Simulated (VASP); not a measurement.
# Mg6CrCd (Amm2) in VASP: further runs, part 2 of 2

VASP 6.6.1. Earlier steps stand in the parts before.

## (3) Single point, LDA, collinear spin, ferromagnetic start

run.py reads:

```python
from ase import Atoms
from ase.calculators.vasp import Vasp
from ase.dft.bandgap import bandgap

atoms = Atoms(
    ['Cd', 'Cr', 'Mg', 'Mg', 'Mg', 'Mg', 'Mg', 'Mg'],
    cell=[[5.007285, 0.0, 0.0], [0.0, 3.135522, 5.4467055], [0.0, -3.135522, 5.4467055]],
    scaled_positions=[[0.5, 0.665948, 0.665948], [0.5, 0.167478, 0.167478], [0.0, 0.833274, 0.833274], [0.0, 0.32921, 0.32921], [0.0, 0.329458, 0.841324], [0.0, 0.841324, 0.329458], [0.5, 0.168337, 0.664967], [0.5, 0.664967, 0.168337]],
    pbc=True,
)
atoms.set_initial_magnetic_moments([0.0, 3.0, 0.0, 0.0, 0.0, 0.0, 0.0, 0.0])
calc = Vasp(
    directory='calc',
    xc='lda',
    pp='LDA',
    setups='recommended',
    prec='Accurate',
    encut=520,
    ediff=1e-06,
    ismear=0,
    sigma=0.1,
    lreal=False,
    lasph=True,
    nelm=120,
    algo='Fast',
    isif=2,
    lwave=False,
    lcharg=False,
    ispin=2,
    lorbit=11,
    lmaxmix=4,
    kpts=[6, 5, 5],
    gamma=True,
    nbands=32,
)
atoms.calc = calc

print('energy (eV):', atoms.get_potential_energy())
print('free energy (eV):', atoms.get_potential_energy(force_consistent=True))
print('forces (eV/A):')
print(atoms.get_forces())
print('stress (eV/A^3, Voigt):', atoms.get_stress())
print('Fermi level (eV):', calc.get_fermi_level())
print('moment (muB):', atoms.get_magnetic_moment())
print('site moments (muB):', atoms.get_magnetic_moments())
gap, top, bottom = bandgap(calc)
print('band gap (eV):', gap, 'from (spin, k, band)', top, 'to', bottom)
```

Potentials or basis: VASP PAW LDA potentials, release 64 (Cd, Cr_pv, Mg).

The run is started by

```
$ python run.py
```

The program printed:

```text
energy (eV): -21.64002631
free energy (eV): -21.64850099
forces (eV/A):
[[ 0.          0.          0.01708386]
 [ 0.          0.          0.01480444]
 [ 0.          0.         -0.07806711]
 [ 0.          0.         -0.09631864]
 [ 0.         -0.02109638  0.07866194]
 [ 0.          0.02109638  0.07866194]
 [ 0.          0.00905105 -0.00741321]
 [ 0.         -0.00905105 -0.00741321]]
stress (eV/A^3, Voigt): [ 0.02524687  0.02423902  0.0259939  -0.         -0.         -0.        ]
Fermi level (eV): 2.98011659
moment (muB): 4.2331614
site moments (muB): [-9.000e-03  3.622e+00  1.400e-02  2.000e-03  1.000e-03  1.000e-03
 -6.000e-03 -6.000e-03]
band gap (eV): 0.0 from (spin, k, band) (None, None, None) to (None, None, None)
```

OUTCAR:

```text
ENCUT = 520.000000
   EDIFF = 1.00e-06
   PREC = Accurate
   ISIF = 2
   ISMEAR = 0
   ISPIN = 2
   LORBIT = 11
   NELM = 120
   LASPH = .TRUE.
   LREAL = .FALSE.

 ion  position               nearest neighbor table
   1  0.500  0.666  0.666-   3 3.10   3 3.10   6 3.10   5 3.10   5 3.10   6 3.10   8 3.13   7 3.13
                             2 3.14   2 3.14   7 3.15   8 3.15
   2  0.500  0.167  0.167-   4 3.06   4 3.06   6 3.07   5 3.07   5 3.07   6 3.07   8 3.13   7 3.13
                             1 3.14   1 3.14   8 3.16   7 3.16
   3  0.000  0.833  0.833-   7 3.10   8 3.10   7 3.10   8 3.10   1 3.10   1 3.10   4 3.14   4 3.14
                             5 3.14   6 3.14   6 3.14   5 3.14
   4  0.000  0.329  0.329-   2 3.06   2 3.06   6 3.07   5 3.07   8 3.10   7 3.10   7 3.10   8 3.10
                             3 3.14   3 3.14   6 3.22   5 3.22
   5  0.000  0.329  0.841-   6 3.06   4 3.07   2 3.07   2 3.07   1 3.10   1 3.10   7 3.11   7 3.11
                             3 3.14   3 3.14   6 3.21   4 3.22
   6  0.000  0.841  0.329-   5 3.06   4 3.07   2 3.07   2 3.07   1 3.10   1 3.10   8 3.11   8 3.11
                             3 3.14   3 3.14   5 3.21   4 3.22
   7  0.500  0.168  0.665-   3 3.10   3 3.10   4 3.10   4 3.10   5 3.11   5 3.11   8 3.11   2 3.13
                             1 3.13   1 3.15   2 3.16   8 3.16
   8  0.500  0.665  0.168-   3 3.10   3 3.10   4 3.10   4 3.10   6 3.11   6 3.11   7 3.11   2 3.13
                             1 3.13   1 3.15   2 3.16   7 3.16

  LATTYP: Found a base centered orthorhombic cell.
 ALAT       =     6.2710440000
 B/A-ratio  =     1.7370968853
 C/A-ratio  =     0.7984770957

  Lattice vectors:

 A1 = (   0.0000000000,   3.1355220000,  -5.4467055000)
 A2 = (   0.0000000000,   3.1355220000,   5.4467055000)
 A3 = (   5.0072850000,   0.0000000000,   0.0000000000)

Analysis of symmetry for initial positions (statically):
=====================================================================
 Subroutine PRICEL returns:
 Original cell was already a primitive cell.

 Routine SETGRP: Setting up the symmetry group for a
 base centered orthorhombic supercell.

 Subroutine GETGRP returns: Found  4 space group operations
 (whereof  4 operations were pure point group operations)
 out of a pool of  8 trial point group operations.

The static configuration has the point symmetry C_2v.

Analysis of symmetry for dynamics (positions and initial velocities):
=====================================================================
 Subroutine PRICEL returns:
 Original cell was already a primitive cell.

 Routine SETGRP: Setting up the symmetry group for a
 base centered orthorhombic supercell.

 Subroutine GETGRP returns: Found  4 space group operations
 (whereof  4 operations were pure point group operations)
 out of a pool of  8 trial point group operations.

The dynamic configuration has the point symmetry C_2v.

[... 178 lines left out ...]
 cond. band min:       2.9807295677   @ k =   0.5000  -0.2000   0.2000
 fundamental gap:      0.0088388993
 Fermi energy:         2.9801165903

 spin component 1

 k-point     1 :       0.0000    0.0000    0.0000
  band No.  band energies     occupation
      1     -40.5722      1.00000
      2     -40.5603      1.00000
      3     -40.5587      1.00000
      4      -5.8010      1.00000
      5      -5.7326      1.00000
      6      -5.7274      1.00000
[... 781 lines left out ...]
     29       8.0647      0.00000
     30       8.4193      0.00000

 [... further k-points ...]

 spin component 2

 k-point     1 :       0.0000    0.0000    0.0000
  band No.  band energies     occupation
      1     -37.2959      1.00000
      2     -37.2753      1.00000
      3     -37.2603      1.00000
      4      -5.8010      1.00000
      5      -5.7347      1.00000
      6      -5.7183      1.00000
[... 781 lines left out ...]
     29       8.3240      0.00000
     30       8.4866      0.00000

 [... further k-points ...]

 [bands above 30 left out]

------------------------ aborting loop because EDIFF is reached ----------------------------------------

  FORCE on cell =-STRESS in cart. coord.  units (eV):
  Direction    XX          YY          ZZ          XY          YZ          ZX
  --------------------------------------------------------------------------------------
  -------------------------------------------------------------------------------------
  Total       -4.3180073     -4.1456333     -4.4457730      0.0000000      0.0000000      0.0000000
  in kB      -40.4499421    -38.8351878    -41.6468171      0.0000000      0.0000000      0.0000000
  external PRESSURE =     -40.3106490 kB  Pullay stress =       0.0000000 kB

 VOLUME and BASIS-vectors are now :
 -----------------------------------------------------------------------------
  energy-cutoff  :      520.00
  volume of cell :      171.03
      direct lattice vectors                 reciprocal lattice vectors
     5.007285000  0.000000000  0.000000000     0.199709024  0.000000000  0.000000000
     0.000000000  3.135522000  5.446705500     0.000000000  0.159463081  0.091798611
     0.000000000 -3.135522000  5.446705500     0.000000000 -0.159463081  0.091798611

 POSITION                                       TOTAL-FORCE (eV/Angst)
 -----------------------------------------------------------------------------------
      2.50364      0.00000      7.25445         0.000000      0.000000      0.017084
      2.50364      0.00000      1.82441         0.000000      0.000000      0.014804
      0.00000      0.00000      9.07720         0.000000      0.000000     -0.078067
      0.00000      0.00000      3.58622         0.000000      0.000000     -0.096319
      0.00000     -1.60497      6.37690         0.000000     -0.021096      0.078662
      0.00000      1.60497      6.37690         0.000000      0.021096      0.078662
      2.50364     -1.55719      4.53876         0.000000      0.009051     -0.007413
      2.50364      1.55719      4.53876         0.000000     -0.009051     -0.007413
 -----------------------------------------------------------------------------------
    total drift:                               -0.000000      0.000000      0.000491

  FREE ENERGIE OF THE ION-ELECTRON SYSTEM (eV)
  ---------------------------------------------------
  free  energy   TOTEN  =       -21.6485009886 eV

  energy  without entropy=      -21.6315516267  energy(sigma->0) =      -21.64002631

 total charge

# of ion       s       p       d       tot
------------------------------------------
    1        0.564   0.347   9.435  10.346
    2        0.272   6.135   4.097  10.504
    3        0.218   0.137   0.014   0.368
    4        0.222   0.144   0.013   0.379
    5        0.213   0.138   0.014   0.365
    6        0.213   0.138   0.014   0.365
    7        0.210   0.139   0.013   0.363
    8        0.210   0.139   0.013   0.363
--------------------------------------------------
tot          2.121   7.316  13.614  23.051

 magnetization (x)

# of ion       s       p       d       tot
------------------------------------------
    1       -0.017   0.001   0.007  -0.009
    2        0.047   0.031   3.544   3.622
    3        0.010   0.004  -0.000   0.014
    4       -0.006   0.006   0.002   0.002
    5       -0.006   0.005   0.002   0.001
    6       -0.006   0.005   0.002   0.001
    7       -0.009   0.001   0.001  -0.006
    8       -0.009   0.001   0.001  -0.006
--------------------------------------------------
tot          0.003   0.056   3.559   3.617
```

INCAR:

```text
ENCUT = 520.000000
SIGMA = 0.100000
EDIFF = 1.00e-06
ALGO = Fast
PREC = Accurate
ISIF = 2
ISMEAR = 0
ISPIN = 2
LMAXMIX = 4
LORBIT = 11
NBANDS = 32
NELM = 120
LASPH = .TRUE.
LCHARG = .FALSE.
LWAVE = .FALSE.
LREAL = .FALSE.
MAGMOM = 1*0.0000 1*3.0000 6*0.0000
```

Run time: 4.9 min. Hardware: 1 thread of Intel Xeon Platinum 8488C (Sapphire Rapids), shared host; peak memory 0.46 GiB.

Results:

```
Free energy                                           : -21.6485 eV
Pressure                                              : -4.0 GPa
Largest force                                         : 0.096 eV/Å
Band gap on the k mesh                                : none (metal or under the smearing width)
Net moment                                            : 4.23 μB per cell
Site moments                                          : Cd -0.01; Cr +3.62; Mg +0.01, +0.00, -0.01 μB
Valence electrons inside the program's atomic spheres : Cd 10.35; Cr 10.50; Mg 0.37, 0.38, 0.36
```

Forces in eV/Å, atoms in the order of the input:
```
Cd   0.000  0.000  0.017
Cr   0.000  0.000  0.015
Mg   0.000  0.000 -0.078
Mg   0.000  0.000 -0.096
Mg   0.000 -0.021  0.079
Mg   0.000  0.021  0.079
Mg   0.000  0.009 -0.007
Mg   0.000 -0.009 -0.007
```
